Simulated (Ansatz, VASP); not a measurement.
**C214N: VASP beside Ansatz**

Wanted: the spread between two codes on one cell, functional and k mesh. The cell is taken from a series of runs on this material, whose earlier steps may have relaxed, scaled, displaced or heated it; both programs get it as it stands.

Main program and level: Ansatz 0.2.0; plane waves, with VASP 6.6.1 beside it; single point at PBE.

### 1. The structure

The cell holds 215 atoms: 214 C and 1 N. Cell: a = 10.715 Å, b = 10.715 Å, c = 10.715 Å, α = 90.0°, β = 90.0°, γ = 90.0°. It derives from C (C (Fd-3m)). Nearest the centre at fractional (0.417, 0.417, 0.417): C105 at 1.65 Å, C106 at 1.65 Å, C107 at 1.65 Å, N215 at 1.69 Å, C39 at 2.50 Å, C86 at 2.50 Å, C40 at 2.50 Å, C88 at 2.50 Å. The cell carries charge −1.

### 2. Ansatz: single point, PBE

Ansatz runs on its default PAW (the set named soft_2) files.

A single point gives forces, pressure and levels at one fixed geometry, so differences don't come from the geometry; what else differs is listed under the comparison.

The input, input.yaml:

```yaml
crystal:
  checkpoint: "../qm1_M2.relax_smeared.run"
  host: checkpoint
total_charge: -1
basis:
  ecutwfc: 420
  xc_grid: 2
hamiltonian:
  xc: pbe
kpoints:
  mp_grid: { grid: [1, 1, 1] }
magnetization:
  spin_polarized: true
  initial_magnetization: 2
  spin_locking: { lock_magnetization: hard }
scf:
  occupations: { method: fermi_dirac, width: 0.01 }
  max_iter: 60
output:
  forces: true
  eigenvalues: true
  charged_corrections:
    epsilon: 5.85
    static_epsilon: 5.85
    defect_position: [0.416667, 0.416667, 0.416667]
  eigenstates: { localisation: true }
  populations: true
  efg: {}
  band_densities: [{ bands: [v1, v1] }, { bands: [c1, c1] }]
  write_density: true
  write_potential: true
  volumetric_format: npy
checkpoint:
  read: "../qm1_M2.relax_smeared.run"
  write: "../qm1_M2.point.run"
  compress: false
  write_wavefunctions: false
  write_every: 100000
```

Started as:

```console
$ ansatz run input.yaml --threads 4 --pin off --max-ram 18841MiB --backend cpu --events-out ev --progress --plain --runs-dir out
```

Output:

```text
Warning: the atoms were moved onto the symmetric positions of the space group found under crystal.symmetry.tolerance 1.0e-5 (fractional; no operation is sought that the atoms, as they stand in a round, miss by more than twice it, and no atom is moved by as much as it), and the run uses the moved positions. Before a round's move an operation carried an atom to 8.56e-5 Å from where it should land, the largest such dist [...]
[...]
--- Löwdin populations: 215 sites ---
  site symbol       q [e]    m [muB]
     0      C      3.9892     0.0003
     1      C      3.9892     0.0000
     2      C      3.9892     0.0000
     3      C      3.9892     0.0000
     4      C      3.9897     0.0000
     5      C      3.9910    -0.0001
     6      C      3.9910    -0.0001
     7      C      3.9910    -0.0001
     8      C      3.9895     0.0004
     9      C      3.9893     0.0004
    10      C      3.9893     0.0004
    11      C      4.0008     0.0003
    12      C      3.9899     0.0003
    13      C      3.9900    -0.0003
    14      C      3.9900    -0.0003
    15      C      3.8912     0.0005
    16      C      3.9892     0.0003
    17      C      3.9890     0.0002
    18      C      3.9890     0.0002
    19      C      3.9882     0.0005
    20      C      3.9900     0.0002
    21      C      3.9897    -0.0000
    22      C      3.9897    -0.0000
    23      C      3.9911    -0.0013
[...]
207      C      3.9881     0.0004
   208      C      3.9891     0.0003
   209      C      3.9891     0.0003
   210      C      3.9891     0.0003
   211      C      3.9899    -0.0001
   212      C      3.9895    -0.0001
   213      C      3.9895    -0.0001
   214      C      3.9895    -0.0001
  spilling = 0.003602 (of n_electrons = 862.000000)
--- Band densities, each state counted as filled ---
  window                                       electrons  max residual (eV)  cut levels
  bands: [v1, v1]                    1.000000 + 1.000000             6.3e-5           2
  bands: [c1, c1]                    1.000000 + 1.000000             6.3e-5           2
```

### 3. VASP: single point, PBE

The same cell, functional, mesh and smearing now go to VASP, with its own data sets.

Lines of VASP's logs that name or quote its potential files are left out, and so is its time.

The input, INCAR:

```
SYSTEM = C214N
PREC = Accurate
ENCUT = 520
EDIFF = 1E-06
NELM = 200
ISMEAR = -1
SIGMA = 0.01
LREAL = Auto
ALGO = Normal
GGA = PE
NELECT = 862
NBANDS = 581
ISPIN = 2
MAGMOM = 0 0 0 0 0 -0 -0 -0 0 0 0 0 0 -0 -0 0 0 0 0 0 0 -0 -0 -0 0 0 0 0 0 -0 0 -0 0 0 0 0 -0 -0 -0 -0 0 0 0 0.02 0 -0 -0 -0 0 0 0 0 0 -0 -0 -0 0 0 0.02 0 0 -0 -0 -0 0 0 0 0 -0 0 -0 -0 0 0 0 0 0 0 -0 -0 0 0 0 0 -0 -0 -0 -0 0 0 0 0.02 0 -0 -0 -0 0 0 0 0 -0 -0 -0 -0 0.25 0.25 0.25 -0.01 -0.01 -0.01 0.01 0 0 0.01 -0 -0 -0 -0 0 0 0.02 0 0 -0 -0 -0 0.01 0 0.01 0 -0 -0 -0 -0 0.02 0 0 0 0 0 -0 -0 0 0 0 0 0 -0 -0 -0 0 0.02 0 0 0 -0 -0 -0 0 0 0 0 -0 -0 0 -0 0 0.02 0 0 0 -0 -0 -0 0.01 0.01 0 0 -0 -0 -0 -0 0.02 0 0 0 0 -0 0 -0 0 0 0 0 -0 -0 -0 0 0.02 0 0 0 0 -0 -0 0 0 0 0 0 -0 -0 -0 -0 -0
LORBIT = 11
LWAVE = .FALSE.
LCHARG = .FALSE.
ISIF = 2
NUPDOWN = 2
LASPH = .TRUE.
GGA_COMPAT = .FALSE.
```

The input, POSCAR:

```
C214N
1.0
   10.7146870783      0.0000000000      0.0000000000
    0.0000000000     10.7146870783      0.0000000000
    0.0000000000      0.0000000000     10.7146870783
C N
214 1
Direct
    0.0000522972      0.0000447093      0.9999294077
    0.9996700036      0.1665643537      0.1664489717
[... 9 atom lines left out ...]
    0.1655360745      0.1655253571      0.3328898796
[... 3 atom lines left out ...]
    0.2502959578      0.2502926094      0.4126006133
[... 10 atom lines left out ...]
    0.1655362607      0.3330059075      0.1654125774
[... 3 atom lines left out ...]
    0.2502948890      0.4127151519      0.2501755408
[... 3 atom lines left out ...]
    0.1685417122      0.3343011820      0.4984225242
    0.1685392150      0.4985398884      0.3341837566
    0.0840297992      0.4167311045      0.4166148078
[... 1 atom line left out ...]
    0.2520801699      0.4178941507      0.5820468748
    0.2520754676      0.5821670014      0.4177795443
[... 3 atom lines left out ...]
    0.1666048653      0.4999729664      0.6670977468
[... 14 atom lines left out ...]
    0.1666030674      0.6672151915      0.4998582214
[... 18 atom lines left out ...]
    0.4127241053      0.2502856068      0.2501716379
[... 3 atom lines left out ...]
    0.3343055980      0.1685278382      0.4984260172
[... 1 atom line left out ...]
    0.4985450076      0.1685309568      0.3341872411
    0.4167363914      0.0840211588      0.4166162969
    0.4179014371      0.2520689889      0.5820519412
[... 1 atom line left out ...]
    0.5821689869      0.2520720533      0.4177797044
[... 3 atom lines left out ...]
    0.4999808586      0.1665948297      0.6671013339
[... 5 atom lines left out ...]
    0.3343063027      0.4985408485      0.1684155445
    0.4985438722      0.3342993665      0.1684158771
[... 1 atom line left out ...]
    0.4167357301      0.4167302495      0.0839075690
    0.4179000045      0.5821625796      0.2519581775
    0.5821709487      0.4178954097      0.2519538366
[... 1 atom line left out ...]
    0.3298750333      0.5062893231      0.5061706797
    0.5062933255      0.3298680894      0.5061736441
    0.5062915454      0.5062838076      0.3297552530
    0.4163913556      0.5833625532      0.5832466625
    0.5833703255      0.4163821288      0.5832497593
    0.5833686060      0.5833610324      0.4162677700
    0.3340496217      0.3340418087      0.6659477544
[... 2 atom lines left out ...]
    0.5002474150      0.5002401092      0.6664890691
    0.4170421746      0.4170349502      0.7497006955
[... 5 atom lines left out ...]
    0.4999794266      0.6672140199      0.1664824609
[... 5 atom lines left out ...]
    0.3340487746      0.6660632072      0.3339267600
[... 1 atom line left out ...]
    0.5002479779      0.6666036744      0.5001249407
[... 1 atom line left out ...]
    0.4170425420      0.7498161122      0.4169196554
[... 3 atom lines left out ...]
    0.3340405171      0.6678047121      0.6676894624
[... 16 atom lines left out ...]
    0.6672209884      0.1665967912      0.4998575895
[... 15 atom lines left out ...]
    0.6672221717      0.4999732613      0.1664804893
[... 6 atom lines left out ...]
    0.6660690177      0.3340416902      0.3339262891
    0.6666115502      0.5002400330      0.5001258251
[... 2 atom lines left out ...]
    0.7498228051      0.4170346127      0.4169195648
[... 3 atom lines left out ...]
    0.6678131607      0.3340324427      0.6676912932
[... 15 atom lines left out ...]
    0.6678122868      0.6678047310      0.3339181504
[... 15 atom lines left out ...]
    0.3255922533      0.3255789318      0.3254651059
```

The input, KPOINTS:

```
Automatic mesh
0
Gamma
1 1 1
0 0 0
```

PAW data sets: C and N (PBE family, release 64).

Started as:

```console
$ export OMP_NUM_THREADS=3
$ mpirun -np 1 vasp_gam
```

Output:

```text
[banner, memory and clock lines left out]
running    1 mpi-ranks, on    1 nodes
[...]
Offloading initialized ...    1 GPUs detected
[...]
LDA part: xc-table for (Slater+PW92), standard interpolation
 POSCAR, INCAR and KPOINTS ok, starting setup
[...]
entering main loop
       N       E                     dE             d eps       ncg     rms          rms(c)
DAV:   1     0.618249638673E+04    0.61825E+04   -0.52518E+05  2324   0.155E+03
DAV:   2    -0.140425191224E+04   -0.75867E+04   -0.71051E+04  3054   0.353E+02
DAV:   3    -0.198970258934E+04   -0.58545E+03   -0.57870E+03  2920   0.932E+01
DAV:   4    -0.200385884140E+04   -0.14156E+02   -0.14081E+02  2888   0.158E+01
DAV:   5    -0.200427258643E+04   -0.41375E+00   -0.41284E+00  2920   0.245E+00BRMIX: very serious problems
 the old and the new charge density differ
 old charge density:   861.00000 new  862.00000
    0.577E+01
DAV:   6    -0.195231878733E+04    0.51954E+02   -0.38580E+01  2744   0.777E+00    0.343E+01
DAV:   7    -0.193508403949E+04    0.17235E+02   -0.46314E+01  2720   0.854E+00    0.808E+00
DAV:   8    -0.193539564647E+04   -0.31161E+00   -0.20459E+00  2904   0.185E+00    0.432E+00
DAV:   9    -0.193538426354E+04    0.11383E-01   -0.24272E-01  2856   0.827E-01    0.948E-01
[...]
DAV:  14    -0.193538379357E+04   -0.93578E-04   -0.78372E-05  2864   0.155E-02    0.160E-02
DAV:  15    -0.193538380254E+04   -0.89734E-05   -0.15150E-05  2816   0.607E-03    0.710E-03
DAV:  16    -0.193538380252E+04    0.23133E-07   -0.20956E-06  2048   0.239E-03
   1 F= -.19353838E+04 E0= -.19353838E+04  d E =-.192603E-11  mag=     2.0000
```

From OUTCAR (step 3):

```text
 magnetization (x)
# of ion       s       p       d       tot
------------------------------------------
    1        0.000   0.000   0.000   0.000
    2        0.000  -0.000   0.000   0.000
    3        0.000  -0.000   0.000   0.000
    4        0.000  -0.000   0.000   0.000
    5       -0.000   0.000   0.000   0.000
    6       -0.000  -0.000   0.000  -0.000
[...]
213       -0.000  -0.000   0.000  -0.000
  214       -0.000  -0.000   0.000  -0.000
  215       -0.001   0.001   0.000  -0.001
--------------------------------------------------
tot          0.162   1.090   0.000   1.252
```

The run ends at a pressure of 2.71 GPa, with forces up to 0.029 eV/Å.

### 4. Side by side

Known differences besides the potentials themselves: VASP starts from the moments at which Ansatz ended; the cutoff is 420 eV in Ansatz and 520 eV in VASP (PREC = Accurate, projectors in real space); site moments are counted in spheres of each program's own size. Total energies have different zeros and are not compared.

Compared:

| quantity | Ansatz | VASP | difference |
| --- | --- | --- | --- |
| total moment, fixed by the input (μB) | 2.00 | 2.00 | 0.00 |
| moment on C105 (μB) | 0.25 | 0.33 | -0.08 |
| moment on C106 (μB) | 0.25 | 0.33 | -0.08 |
| moment on C107 (μB) | 0.25 | 0.33 | -0.08 |

At this near-relaxed geometry the largest component of a force difference is 28 meV/Å. The cell carries a charge of -1 e against a uniform background, so its pressure also hangs on how the neutralising background is counted, and in a defect's cell a gap may be the spacing between its levels.

### 5. Summary of results

| Quantity | Value |
| --- | --- |
| difference in moment on C105 (single point, PBE) | -0.080 μB |

In words: The difference in moment on C105 is -0.080 μB (single point, PBE). How closely two codes agree says nothing of how well the functional describes the real material.

[Lines on the potential files, build, host, timing and source positions are cut from VASP's logs without a mark.]

[Logs are printed without paths, hosts, clocks, repeated set-up lines and the standing remarks that a program may print on its own settings, such as how far it seeks lower states.]

[Hosts, paths, dates, database ids (printed as entryN), source tags and the programs' standing remarks are cut or masked in the printed files.]
